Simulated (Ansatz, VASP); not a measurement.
NaLiICl in VASP and in Ansatz

```
Na Li I Cl
1.0
     4.09164    0.00000    0.00000
     0.00000    4.09164    0.00000
     0.00000    0.00000    5.96673
Na Li I Cl
1 1 1 1
Direct
  0.50000 0.50000 0.50000
  0.00000 0.00000 0.00000
  0.50000 0.50000 0.00000
  0.00000 0.00000 0.50000
```

Change from the starting cell: strain +0.000 along x and y, -0.040 along z, atoms carried along.

Alike in both runs: task single point; functional LDA; k mesh 6 × 6 × 4; occupations gaussian, width 0.05 eV; no spin polarisation.

|  | VASP | Ansatz |
| --- | --- | --- |
| version | VASP 6.6.1 | Ansatz 0.2.0 |
| potentials or method | VASP PAW LDA potentials, release 64 (Na_pv, Li_sv, I, Cl) | scalar-relativistic, plane waves, PAW |
| plane-wave cutoff (eV) | 520 | 420 |
| valence electrons in the cell | 24 | 36 |

```csv
,VASP,Ansatz,Ansatz less VASP
gap on the k mesh at the Fermi level (eV),4.04,4.03,-0.010
least direct gap on the mesh (eV),4.28,4.27,-0.012
```

The two sets of potentials don't hold the same shells in valence.

Caveats: spin-orbit coupling is left out, which moves the levels of the heavy elements. A k mesh can miss the band edges.
